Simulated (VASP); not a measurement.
Here is the system:

```
AuGa3
1.0
    0.00000     3.27541     3.27541
    3.27541     0.00000     3.27541
    3.27541     3.27541     0.00000
Ga Au
3 1
Direct
  0.25000   0.25000   0.25000
  0.75000   0.75000   0.75000
  0.50000   0.50000   0.50000
  0.00000   0.00000   0.00000
```

Calculation: PBEsol GGA, VASP's PBE PAW potentials (set 64) (plane waves; VASP). Settings: 400 eV cut-off, Gaussian smearing of 0.050 eV, potentials Ga_d Au.

Q: Give the energies of bands 17 to 29 at the high-symmetry points, in eV from the Fermi level.

A: 
```
band      Γ      X      U      L      W
----  -----  -----  -----  -----  -----
17    -5.22  -7.54  -7.29  -8.48  -7.08
18    -5.22  -6.50  -7.07  -5.19  -7.08
19    -5.22  -4.51  -4.96  -5.19  -5.83
20    -4.46  -4.51  -4.71  -4.45  -4.51
21    -4.46  -4.35  -4.60  -4.45  -4.26
22    -2.01  -4.10  -4.25  -4.44  -4.17
23    -0.56  -3.38  -3.82  -2.28  -4.17
24     0.62  -3.38  -2.45   0.09  -3.58
25     0.62  -2.29  -1.77   0.09   1.52
26     0.62  -1.36   1.34   0.45   1.52
27     2.14   6.57   3.60   0.65   1.58
28     2.14   6.57   4.53   0.65   2.15
29     2.14   6.60   4.83   5.58   6.29
```

It has no gap at this level: it comes out as a metal or semimetal.

The structure comes from a computed database's Ga3Au entry (Fm-3m); how it stands against other phases isn't given here. It was relaxed first, which changed the volume by -5 %.
